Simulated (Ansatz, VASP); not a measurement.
**K2Si2O5 in two plane-wave programs**

Aim: how closely do two programs agree when they are given the same cell, functional and k mesh? The structure shown is frame 37 of Ansatz's trajectory.

Program: Ansatz 0.2.0. Level of theory: plane waves, with VASP 6.6.1 beside it; single point at PBE. Results are calculated unless marked as measured.

**1. Starting point**

The cell holds 117 atoms: 26 K, 65 O and 26 Si. Its edges and angles: a = 12.768 Å, b = 12.768 Å, c = 12.768 Å, α = 90.0°, β = 90.0°, γ = 90.0°. As first built, before any earlier steps moved the atoms (in the runner's words): 117 atoms (26 K, 65 O, 26 Si) placed at random at 2.18 g/cm^3, melted at 4500 K for 20 ps at fixed volume with the Morse and Coulomb pair potential with partial charges (Pedone, Malavasi, Menziani, Cormack and Segre, J. Phys. Chem. B 110, 11780 (2006)). Snapshot at the end of a hold of 20 ps at 1350 K and zero pressure.

**2. Ansatz: dynamics, PBE**

Ansatz runs on its default PAW (the set named soft_2) files.

One frame of this run of dynamics is then solved in both programs, so the motion causes no difference.

File input.yaml:

```yaml
crystal:
  lattice:
    - [12.7679, 0.0, 0.0]
    - [0.0, 12.7679, 0.0]
    - [0.0, 0.0, 12.7679]
  atoms:
    - { symbol: K, position: [0.02889, 0.26555, 0.85142] }
    - { symbol: K, position: [0.44219, 0.33897, 0.0491] }
    - { symbol: K, position: [0.2036, 0.68487, 0.69788] }
    - { symbol: K, position: [0.8661, 0.77785, 0.41803] }
    - { symbol: K, position: [0.32117, 0.64772, 0.23482] }
    - { symbol: K, position: [0.11021, 0.37717, 0.28714] }
    - { symbol: K, position: [0.07041, 0.87192, 0.39794] }
    - { symbol: K, position: [0.38571, 0.58848, 0.90488] }
    - { symbol: K, position: [0.62184, 0.05614, 0.8989] }
    - { symbol: K, position: [0.96039, 0.49498, 0.70032] }
    - { symbol: K, position: [0.31896, 0.17512, 0.29776] }
    - { symbol: K, position: [0.04546, 0.71307, 0.07149] }
    - { symbol: K, position: [0.28068, 0.81184, 0.05134] }
    - { symbol: K, position: [0.7824, 0.57209, 0.62031] }
    - { symbol: K, position: [0.57614, 0.71109, 0.74365] }
    - { symbol: K, position: [0.18315, 0.88141, 0.87972] }
    - { symbol: K, position: [0.65883, 0.62652, 0.43173] }
    - { symbol: K, position: [0.31551, 0.40354, 0.86876] }
    - { symbol: K, position: [0.65421, 0.4771, 0.18586] }
    - { symbol: K, position: [0.63918, 0.79551, 0.54576] }
    - { symbol: K, position: [0.08523, 0.49261, 0.47548] }
    - { symbol: K, position: [0.51682, 0.77949, 0.32319] }
    - { symbol: K, position: [0.69964, 0.87655, 0.82924] }
    - { symbol: K, position: [0.53242, 0.96284, 0.15] }
    - { symbol: K, position: [0.93421, 0.64962, 0.82659] }
    - { symbol: K, position: [0.13733, 0.21702, 0.06451] }
    - { symbol: O, position: [0.88696, 0.48473, 0.16445] }
    - { symbol: O, position: [0.61758, 0.19736, 0.68902] }
    - { symbol: O, position: [0.01988, 0.9529, 0.63799] }
    - { symbol: O, position: [0.89778, 0.37824, 0.5533] }
[... 81 atom lines left out ...]
    - { symbol: Si, position: [0.58622, 0.28952, 0.76671] }
    - { symbol: Si, position: [0.29959, 0.44751, 0.53028] }
    - { symbol: Si, position: [0.59721, 0.04431, 0.44667] }
    - { symbol: Si, position: [0.52184, 0.48428, 0.64488] }
    - { symbol: Si, position: [0.10339, 0.51062, 0.968] }
    - { symbol: Si, position: [0.56867, 0.73736, 0.02808] }
kpoints:
  mp_grid: { grid: [1, 1, 1] }
hamiltonian:
  xc: pbe
scf:
  occupations: { method: fermi_dirac, width: 0.116 }
output:
  forces: true
md:
  timestep: 1.0
  n_steps: 110
  ensemble: nvt_nose_hoover
  temperature: 400
  initial_velocities: maxwell_boltzmann
  seed: 7465
```

The run is started by

```bash
ansatz run input.yaml --threads 4 --pin off --max-ram 8192MiB --backend cpu --events-out ev --progress --plain --runs-dir out
```

Numbers of over 12 decimals in the logs are rounded to 6 here.

Log:

```text
Warning: md: disabling space-group detection — thermal motion breaks the input geometry's symmetry, so no spatial operation reduces the k-mesh or symmetrises the density; time reversal is kept, so that k and −k are solved as one point where they differ and the mesh holds both, and exact exchange and, on two spinor components, a DFT+U term hold to it where the run has them: on two components no moment then forms, and  [...]
band count auto-derived: 485 (N_el = 728.0; filled up to band 364; 481 by the electrons, moments and atoms)
Engine: ansatz 0.2.0, aarch64-unknown-linux-gnu
Pseudopotentials: kind: paw
Pseudopotential: K, paw, valence charge 9, recommended cutoff 420 eV (normal), K.paw.azcp
Pseudopotential: O, paw, valence charge 6, recommended cutoff 420 eV (normal), O.paw.azcp
Pseudopotential: Si, paw, valence charge 4, recommended cutoff 420 eV (normal), Si.paw.azcp
Functional definition: PBE
  parameter kappa = 0.804
  parameter beta = 0.066725
  exchange = pbe_x(kappa = kappa, mu = beta*pi^2/3)
  correlation = pbe_c(beta = beta)
Crystal: 117 atoms, lattice volume = 2081.414 Å³
Basis set: ecut = 420 eV, 40651 PW (Γ), exchange–correlation on 180×180×180 points (8 copies of the dense FFT grid, shifted against one another)
Bands: 485, of which v1, the nominal top of the filled ones, is band 364 counted from 1 (363 counted from 0)
Symmetry: 1 space group operations
k-points: 1
Non-local potential: K, projectors of the file, l = 0: 3, l = 1: 2, l = 2: 2
Non-local potential: O, projectors of the file, l = 0: 2, l = 1: 2, l = 2: 1
Non-local potential: Si, projectors of the file, l = 0: 2, l = 1: 2, l = 2: 2
PAW form: soft (Blöchl's): semilocal exchange-correlation on the pseudo side does not see the compensation charge
PAW one-centre angular grid: K, 110 points (default); XC on 64 Gauss nodes
PAW one-centre angular grid: O, 110 points (default); XC on 64 Gauss nodes
PAW one-centre angular grid: Si, 110 points (default); XC on 64 Gauss nodes
Initial density: superposition of atomic densities (neutral atoms: chi_scale 0, normalization atom), corrected by the library's trained network
Initial wavefunctions: pseudopotential atomic-orbital guess
Functional: x = pbe(κ = 0.804, μ = 0.219515), c = pbe(β = 0.066725)
SCF iter   1: F=—  HF=-93480.541450 eV  |F-HF|=—  |Δ(HF+E_count)|=         —  Δρ=2.89e-3  dr2=3.89e-1  ethr=1.77e-3  ⟨swp⟩=8.0  Hψ=2472  notcnv=0  defer=73
preconditioner: auto → Resta (q_TF=auto, 2.290 Å⁻¹)  ε∞=3.0  [insulator: Δε(μ)=1.390 eV  Ē_g=14.841 eV  σ=0.116 eV  W_gap=0.99  n_scr=436 (ndim 8)  ℏωp=21.2 eV  f_vac=0.198  D(μ)=0.09/eV (n_scr^D=0)  ε∞_Penn≈3.0]
SCF iter   2: F=—  HF=-93480.478927 eV  |F-HF|=—  |Δ(HF+E_count)|=   6.25e-2  Δρ=1.58e-3  dr2=1.04e-1  ethr=5.34e-5  ⟨swp⟩=2.0  Hψ=845  notcnv=0  defer=73
SCF iter   3: F=—  HF=-93480.466262 eV  |F-HF|=—  |Δ(HF+E_count)|=   1.27e-2  Δρ=1.04e-3  dr2=3.82e-2  ethr=1.43e-5  ⟨swp⟩=2.0  Hψ=675  notcnv=0  defer=73
SCF iter   4: F=—  HF=-93480.460929 eV  |F-HF|=—  |Δ(HF+E_count)|=   5.33e-3  Δρ=4.22e-4  dr2=4.86e-3  ethr=5.25e-6  ⟨swp⟩=2.0  Hψ=675  notcnv=0  defer=73
SCF iter   5: F=—  HF=-93480.461280 eV  |F-HF|=—  |Δ(HF+E_count)|=   3.51e-4  Δρ=2.90e-4  dr2=1.91e-3  ethr=6.68e-7  ⟨swp⟩=2.0  Hψ=872  notcnv=0  defer=94
SCF iter   6: F=—  HF=-93480.461377 eV  |F-HF|=—  |Δ(HF+E_count)|=   9.68e-5  Δρ=8.80e-5  dr2=1.95e-4  ethr=2.63e-7  ⟨swp⟩=2.0  Hψ=679  notcnv=0  defer=94
SCF iter   7: F=—  HF=-93480.461516 eV  |F-HF|=—  |Δ(HF+E_count)|=   1.40e-4  Δρ=4.32e-5  dr2=5.03e-5  ethr=2.68e-8  ⟨swp⟩=2.0  Hψ=679  notcnv=0  defer=94
SCF iter   8: F=—  HF=-93480.461902 eV  |F-HF|=—  |Δ(HF+E_count)|=   3.86e-4  Δρ=1.79e-5  dr2=9.38e-6  ethr=6.91e-9  ⟨swp⟩=3.0  Hψ=739  notcnv=0  defer=94
SCF iter   9: F=—  HF=-93480.461915 eV  |F-HF|=—  |Δ(HF+E_count)|=   1.27e-5  Δρ=1.17e-5  dr2=3.27e-6  ethr=1.29e-9  ⟨swp⟩=3.0  Hψ=694  notcnv=0  defer=94
SCF iter  10: F=—  HF=-93480.461917 eV  |F-HF|=—  |Δ(HF+E_count)|=   2.14e-6  Δρ=4.02e-6  dr2=5.11e-7  ethr=4.49e-10  ⟨swp⟩=3.0  Hψ=690  notcnv=0  defer=94
SCF iter  11: F=—  HF=-93480.461918 eV  |F-HF|=—  |Δ(HF+E_count)|=   8.18e-7  Δρ=2.20e-6  dr2=1.18e-7  ethr=7.02e-11  ⟨swp⟩=3.0  Hψ=680  notcnv=0  defer=94
SCF iter  12: F=-93480.461918 eV  HF=-93480.461918 eV  |F-HF|=1.03e-8  |Δ(HF+E_count)|=   1.04e-7  Δρ=1.55e-6  dr2=4.47e-8  ethr=1.37e-11  ⟨swp⟩=4.0  Hψ=1491  notcnv=0
SCF 1 converged in 12 iterations: F = -93480.461918 eV  dr2 = 4.47e-8
[...]
preconditioner: auto → Resta (q_TF=auto, 2.290 Å⁻¹)  ε∞=3.0  [insulator: Δε(μ)=1.957 eV  Ē_g=15.097 eV  σ=0.116 eV  W_gap=1.00  n_scr=436 (ndim 8)  ℏωp=21.2 eV  f_vac=0.197  D(μ)=0.01/eV (n_scr^D=0)  ε∞_Penn≈3.0]
SCF iter   2: F=—  HF=-93504.072798 eV  |F-HF|=—  |Δ(HF+E_count)|=   1.95e-2  Δρ=9.38e-4  dr2=1.52e-2  ethr=9.92e-6  ⟨swp⟩=2.0  Hψ=784  notcnv=0
SCF iter   3: F=—  HF=-93504.069752 eV  |F-HF|=—  |Δ(HF+E_count)|=   3.05e-3  Δρ=5.06e-4  dr2=4.24e-3  ethr=2.08e-6  ⟨swp⟩=2.0  Hψ=780  notcnv=0
SCF iter   4: F=—  HF=-93504.068936 eV  |F-HF|=—  |Δ(HF+E_count)|=   8.16e-4  Δρ=1.18e-4  dr2=3.16e-4  ethr=5.83e-7  ⟨swp⟩=2.0  Hψ=780  notcnv=0
SCF iter   5: F=—  HF=-93504.068905 eV  |F-HF|=—  |Δ(HF+E_count)|=   3.09e-5  Δρ=7.08e-5  dr2=9.79e-5  ethr=4.35e-8  ⟨swp⟩=2.0  Hψ=794  notcnv=0
SCF iter   6: F=—  HF=-93504.069740 eV  |F-HF|=—  |Δ(HF+E_count)|=   8.35e-4  Δρ=2.05e-5  dr2=8.70e-6  ethr=1.35e-8  ⟨swp⟩=2.0  Hψ=848  notcnv=0
SCF iter   7: F=—  HF=-93504.069743 eV  |F-HF|=—  |Δ(HF+E_count)|=   3.23e-6  Δρ=1.30e-5  dr2=3.10e-6  ethr=1.19e-9  ⟨swp⟩=2.0  Hψ=784  notcnv=0
SCF iter   8: F=—  HF=-93504.069743 eV  |F-HF|=—  |Δ(HF+E_count)|=   9.69e-8  Δρ=3.15e-6  dr2=2.43e-7  ethr=4.26e-10  ⟨swp⟩=2.0  Hψ=770  notcnv=0
SCF iter   9: F=-93504.069743 eV  HF=-93504.069743 eV  |F-HF|=1.41e-8  |Δ(HF+E_count)|=   9.87e-8  Δρ=1.66e-6  dr2=6.10e-8  ethr=1.37e-11  ⟨swp⟩=4.0  Hψ=1371  notcnv=0
SCF 111 converged in 9 iterations: F = -93504.069743 eV  dr2 = 6.10e-8
md step   110: t =   110.00 fs  T =  1091.9 K  F+E_penalty+E_count = -93504.06974307 eV  E_kin = 16.371763 eV  conserved = -93474.53385115 eV  (9 SCF iters)
SCF converged after 9 iterations
Free energy (F): -93504.069743 eV
Harris-Foulkes:  -93504.069743 eV  (|F-HF|=1.41e-8)
Internal energy: -93504.068529 eV  (E = F + TS)
E sigma→0 (E₀):  -93504.069136 eV
Entropy (-TS):   -0.001214 eV (-0.010 meV/atom)
Fermi energy:    4.842774 eV
--- Per-component energies (eV) ---
  E_band       = -4753.055739
  E_kinetic    = 19303.908467
  E_local      = -54508.480258  (includes V_loc(G=0)·N_el)
  E_nonlocal   = 4065.914604
  E_hartree    = 20632.767694
  E_xc         = -9809.070898
  E_vxc        = -11706.981648  (∫ρ·V_xc dr)
  E_paw        = -43966.060804  (= ΣΔE_a)
  E_vpaw       = -3173.116753  (= ΣTr[D̂ρ^β])
  E_aug_tail   = 0.162519  (compensation charges beyond the density's cutoff)
  E_ewald      = -29223.209855
  E_smearing   = -0.001214  (= −TS)
  E_closure    = -0.000000  (closes the sum)
  Σ components = -93504.069743   (vs F -93504.069743, Δ=0.00e0)
--- Forces (eV/Å), atoms counted from 1 ---
  atom   1  K      0.51783201    -0.35072390     0.58650187
  atom   2  K     -0.00121812    -0.14266502    -0.01007515
  atom   3  K     -0.13054596    -0.09185177     0.17045980
  atom   4  K     -0.34528416     0.07328875    -0.37457782
  atom   5  K     -0.53379064    -0.39241276    -0.37475392
  atom   6  K      0.15244617     0.34844380    -0.03540827
  atom   7  K     -0.65163198    -0.26379474    -0.51724509
  atom   8  K     -0.08604928    -0.95493150     0.10335063
  atom   9  K      0.47366425    -0.16618204    -0.01285382
  atom  10  K     -0.28469125     0.35840524    -0.47143316
  atom  11  K     -1.07321693    -0.09203667    -0.14063959
  atom  12  K      0.93654589    -0.08913214    -0.22469399
  atom  13  K     -0.43394248     0.38182731    -0.37512087
  atom  14  K     -0.46135735     0.34877279     0.31450171
  atom  15  K      0.70942333     0.56332144    -0.62316989
  atom  16  K     -0.42431288    -0.31497560    -0.37203041
  atom  17  K      0.42504966     0.04969064     0.50921683
  atom  18  K     -0.60424504    -0.26833655     0.20515410
  atom  19  K     -0.08139349     0.10205873    -0.11581317
  atom  20  K      0.13568315    -1.55001108     0.45394550
  atom  21  K     -0.04752497     0.03182499    -0.20684687
  atom  22  K      0.13007728    -0.47258096     0.52737639
  atom  23  K     -0.11654968     0.53893669     0.01302022
  atom  24  K      0.48615819     0.90528474     0.18793414
[...]
atom 110  Si     0.83929334     0.79972256     2.04134689
  atom 111  Si    -0.20577012     1.19216159     0.41942724
  atom 112  Si    -2.83546330     0.43927529     2.62105003
  atom 113  Si     1.63154213    -2.95925248    -1.07250981
  atom 114  Si     0.80610153    -1.53066161    -0.50691028
  atom 115  Si    -1.18725092     0.12452739    -1.80099701
  atom 116  Si    -0.33336977     2.23099555    -2.31400480
  atom 117  Si    -0.84868065    -2.98147574    -2.12093470
  max |Σ_I F_I| component: 1.01e-4 eV/Å
--- MD trajectory: 110 steps, t = 0.0 → 110.0 fs ---
  final state: T = 1091.9 K   F+E_penalty+E_count = -93504.06974307 eV   E_kin = 16.371763 eV
  conserved energy: peak-to-peak 8.218e-2 eV (7.024e-4 eV/atom) over 110.0 fs
```

**3. VASP: single point, PBE**

The same cell, functional, mesh and smearing now go to VASP, with its own data sets.

Lines of VASP's logs that name or quote its potential files are left out, and so is its time.

File INCAR:

```
SYSTEM = K2Si2O5
PREC = Accurate
ENCUT = 520
EDIFF = 1E-06
NELM = 120
ISMEAR = -1
SIGMA = 0.116
LREAL = Auto
ALGO = Normal
GGA = PE
NBANDS = 448
LORBIT = 11
LWAVE = .FALSE.
LCHARG = .FALSE.
ISIF = 2
LASPH = .TRUE.
GGA_COMPAT = .FALSE.
EFERMI = MIDGAP
NCORE = 4
```

File POSCAR:

```
K2Si2O5
1.0
   12.7679000000      0.0000000000      0.0000000000
    0.0000000000     12.7679000000      0.0000000000
    0.0000000000      0.0000000000     12.7679000000
K O Si
26 65 26
Direct
    0.0402337111      0.2628466702      0.8379216629
    0.4422105436      0.3371110363      0.0489195561
    0.1924748784      0.6976636722      0.6949067584
    0.8676759686      0.7857987610      0.4122291058
    0.3174210324      0.6352023434      0.2351678820
    0.1105350136      0.3732015445      0.2821998919
    0.0774520477      0.8919712717      0.3989222973
    0.4005357185      0.6178149892      0.9169949639
    0.6019940632      0.0613648290      0.9050666124
    0.9650373202      0.4651352219      0.7035299462
    0.3433219245      0.1763250025      0.2907839190
    0.0403433611      0.7213715646      0.0638946107
    0.2888885408      0.8115430102      0.0456770495
    0.7724606239      0.5568965922      0.6204074280
    0.5644624410      0.7014935894      0.7427063182
    0.1795831734      0.8805755058      0.8676289758
    0.6535765474      0.6117137509      0.4210794257
    0.3020622029      0.3934163018      0.8480877826
    0.6553779400      0.4780190948      0.1832564478
    0.6290776087      0.8118014709      0.5588467955
    0.0776165227      0.4999725875      0.4691922712
    0.5087367539      0.7828303793      0.3291849090
    0.7044071460      0.8559982456      0.8270663147
    0.5203674841      0.9762137861      0.1564470273
    0.9443291379      0.6636565136      0.8300973535
    0.1384409339      0.2162532601      0.0563600905
    0.8771841885      0.4705080710      0.1758237455
    0.6115336116      0.1736229137      0.6955098333
    0.0489822132      0.9497881406      0.6161389109
    0.8983388028      0.3866258351      0.5479601187
[... 81 atom lines left out ...]
    0.5809256025      0.2893584693      0.7651062430
    0.3148599221      0.4359683268      0.5440518801
    0.5819202845      0.0316653483      0.4356315447
    0.5042802654      0.4928218423      0.6649253205
    0.1185707908      0.5082354968      0.9511509332
    0.5657704086      0.7609395437      0.0357302297
```

File KPOINTS:

```
Automatic mesh
0
Gamma
1 1 1
0 0 0
```

PAW data sets: K_sv, O and Si (PBE family, release 64).

The run is started by

```bash
mpirun -np 16 vasp_gam
```

Log:

```text
[banner, memory and clock lines left out]
running   16 mpi-ranks, on    1 nodes
[...]
LDA part: xc-table for (Slater+PW92), standard interpolation
 POSCAR, INCAR and KPOINTS ok, starting setup
[...]
entering main loop
       N       E                     dE             d eps       ncg     rms          rms(c)
DAV:   1     0.784348765675E+04    0.78435E+04   -0.41177E+05   896   0.159E+03
DAV:   2    -0.512468217386E+02   -0.78947E+04   -0.76187E+04  1104   0.441E+02
DAV:   3    -0.850898241503E+03   -0.79965E+03   -0.79454E+03  1120   0.141E+02
DAV:   4    -0.877959728125E+03   -0.27061E+02   -0.26939E+02  1104   0.282E+01
[...]
DAV:  20    -0.747904096798E+03    0.26729E-05   -0.42269E-05  1136   0.141E-02    0.821E-03
DAV:  21    -0.747904097651E+03   -0.85204E-06   -0.13636E-05  1112   0.650E-03    0.681E-03
DAV:  22    -0.747904097487E+03    0.16364E-06   -0.13153E-06   656   0.220E-03
   1 F= -.74790410E+03 E0= -.74790319E+03  d E =-.181743E-02
```

From OUTCAR (step 3):

```text
  Total      -22.0309002    -32.0029411    -24.6509182    -18.0178348     -4.4588907      2.7112443
  in kB      -16.9583817    -24.6344039    -18.9751521    -13.8693071     -3.4322506      2.0869921
  external PRESSURE =     -20.1893126 kB  Pullay stress =       0.0000000 kB

 POSITION                                       TOTAL-FORCE (eV/Angst)
 -----------------------------------------------------------------------------------
      0.51370      3.35600     10.69850         0.325205      0.331462     -0.211773
      5.64610      4.30420      0.62460        -0.189087      0.534898     -0.368011
      2.45750      8.90770      8.87250         0.439637     -0.378597     -0.449363
[...]
6.19160      3.23460     10.66800        -3.364729     -1.471395     -0.064459
      6.49480      2.33380      1.78610        -1.023659     -0.983505      0.164959
      4.28980     11.92580      7.95620         0.340391      0.945879     -0.479123
     12.75230      9.59490      7.27060        -0.394577     -0.159895      0.382948
     10.75060      4.61440      0.05320        -0.070382      0.308296     -1.131464
      6.76530      4.67670      4.84700        -0.938125      0.314384     -0.894964
      6.78970     11.29340      8.84730        -0.523866      1.180968      0.878741
      3.02610      6.50880      7.34680        -5.510026      7.234889      3.644654
      9.65510      0.53790      9.26230         0.320857      0.240851      0.462058
      7.43420      1.95750      4.97300         0.144541      1.812782      0.153515
[...]
-----------------------------------------------------------------------------------
    total drift:                               -0.019459      0.005668     -0.017153

  FREE ENERGIE OF THE ION-ELECTRON SYSTEM (eV)
  ---------------------------------------------------
  free  energy   TOTEN  =      -747.9040974869 eV

  energy  without entropy=     -747.9022800574  energy(sigma->0) =     -747.90318877

[... 3 further parts left out ...]
[key lines of the parts left out:]
E-fermi :   2.0949
```

The run ends at a pressure of -2.02 GPa, with forces up to 9.8 eV/Å.

**4. Comparison**

Known differences besides the potentials themselves: the cutoff is 420 eV in Ansatz and 520 eV in VASP (PREC = Accurate, projectors in real space). Total energies have different zeros and are not compared.

Forces on 8 of the 117 atoms, those with the largest forces and the largest differences (eV/Å; atoms numbered as in POSCAR):

```csv
atom,"Ansatz x, y, z","VASP x, y, z"
O47,"-1.662, 0.149, 5.201","-1.702, 0.192, 5.246"
O52,"0.791, 0.318, -3.677","0.856, 0.318, -3.770"
O55,"3.487, 1.101, 4.140","3.577, 1.092, 4.164"
O64,"2.852, 2.612, 5.252","2.882, 2.638, 5.297"
O74,"-5.546, 7.243, 3.630","-5.510, 7.235, 3.645"
Si103,"-1.325, -4.117, -2.957","-1.337, -4.132, -3.004"
Si111,"5.335, 0.402, 1.902","5.450, 0.404, 1.901"
Si113,"1.009, -7.020, -6.684","0.861, -7.007, -6.699"
```

The forces differ by 35 meV/Å r.m.s., which is 2.1 % of the r.m.s. force of 1.640 eV/Å (both taken over all components).

**5. Outcome**

```
r.m.s. force difference (single point, PBE) : 2.1 % of the r.m.s. force
```

The r.m.s. force difference is 2.1 % of the r.m.s. force (single point, PBE), within the 3 % picked in this series as the mark of a large difference. 2 further runs of this series are not shown here. How closely two codes agree says nothing of how well the functional describes the real material.

[Lines on the potential files, build, host, timing and source positions are cut from VASP's logs without a mark.]

[Logs are printed without paths, hosts, clocks, repeated set-up lines and the standing remarks that a program may print on its own settings, such as how far it seeks lower states.]

[Hosts, paths, dates, database ids (printed as entryN), source tags and the programs' standing remarks are cut or masked in the printed files.]
